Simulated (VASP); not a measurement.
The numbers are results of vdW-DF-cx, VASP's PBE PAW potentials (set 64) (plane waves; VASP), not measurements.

VASP input:

**KPOINTS**
```
K-points
0
G
 9 9 9
```

INCAR:
```
ALGO = Normal   # blocked Davidson
ISIF = 3   # ions, shape and volume
SYSTEM = Ba
LWAVE = .FALSE.
LREAL = .FALSE.   # projection in real space or not
IBRION = 2   # conjugate gradients
NELM = 100   # most electronic steps
NSW = 60   # most ionic steps
ENCUT = 520   # plane-wave cut-off (eV)
ISMEAR = 1   # Methfessel-Paxton
EDIFF = 1E-6
LUSE_VDW = .TRUE.
EDIFFG = -0.01   # ionic stop
LASPH = .TRUE.   # aspherical one-centre terms
LMAXMIX = 4
SIGMA = 0.1   # width (eV)
GGA = CX
AGGAC = 0.0
PREC = Accurate
LCHARG = .FALSE.
```

File POSCAR:
```
Ba
1
   -2.5100000000     2.5100000000     2.5100000000
    2.5100000000    -2.5100000000     2.5100000000
    2.5100000000     2.5100000000    -2.5100000000
Ba
1
Direct
  0.0000000000   0.0000000000   0.0000000000
```

POTCAR, in this order: Ba_sv (PBE.64 set). Program: vasp_std.

Energy and stress use the plane-wave basis of the starting cell. Unless said otherwise, spin-orbit coupling is left out, though it shifts the bands of the heavy elements here.

**Question.** Predict the energy per atom (σ→0), volume per atom, band gap (on the k-mesh).

**Answer.** 
```yaml
energy per atom (σ→0): 147 meV/atom
band gap (on the k-mesh): none (metal, semimetal or under 0.01 eV)
volume_per_atom: 58.27 Å^3/atom
```

**OSZICAR**
```
...
       N       E                     dE             d eps       ncg     rms          rms(c)
DAV:   1     0.145155136584E+00   -0.16694E-02   -0.48512E-02   631   0.179E+00    0.179E-01
DAV:   2     0.146450045057E+00    0.12949E-02   -0.24023E-03   635   0.483E-01    0.830E-02
DAV:   3     0.146812004994E+00    0.36196E-03   -0.21640E-03   925   0.321E-01    0.267E-02
DAV:   4     0.146808406111E+00   -0.35989E-05   -0.83163E-06   665   0.295E-02    0.235E-02
DAV:   5     0.146784130835E+00   -0.24275E-04   -0.19464E-05   862   0.339E-02    0.540E-03
DAV:   6     0.146784460718E+00    0.32988E-06   -0.66753E-07   408   0.630E-03
   4 F= 0.14678446E+00 E0= 0.14716060E+00  d E =-.109071E-01
```

The compound is Ba in the bcc structure. This run relaxes it. Symmetry was kept, so distortions that lower it aren't found.
